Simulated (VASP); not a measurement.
```
Dy
1.0
    1.75166    -3.09823     0.00000
    1.75166     3.09823     0.00000
    0.00000     0.00000     5.69224
Dy
2
Cartesian
  1.75166   1.03275   1.42306
  1.82290  -1.03275   4.26918
```

Method: TPSS meta-GGA, VASP's PBE PAW potentials (set 64) (plane waves; VASP). Numerical set-up: 400 eV cut-off, 11×11×6 Γ-centred mesh, first-order Methfessel-Paxton smearing of 0.10 eV, potentials Dy_3.

The 4f electrons are frozen in the core of the lanthanide potential, so 4f levels, which can set the real gap, and their magnetism are missing.

Which forces act on the atoms, in eV/Å?

| atom | Fx | Fy | Fz |
|---|---|---|---|
| Dy1 | 0.075 | -0.022 | 0.000 |
| Dy2 | -0.075 | 0.022 | 0.000 |

Give the stress tensor in GPa (positive for a compressed cell).

```
 1.39  -0.21   0.00
-0.21   0.01   0.00
 0.00   0.00  -1.18
```
The pressure is its mean diagonal, 0.07 GPa.

The compound is Dy in the hcp structure. The cell was not relaxed at this level, atoms are displaced from their ideal sites. The run is one of a series of settings (GGA removed, LMIXTAU = .TRUE., METAGGA = TPSS against the base run), some of them coarse on purpose.
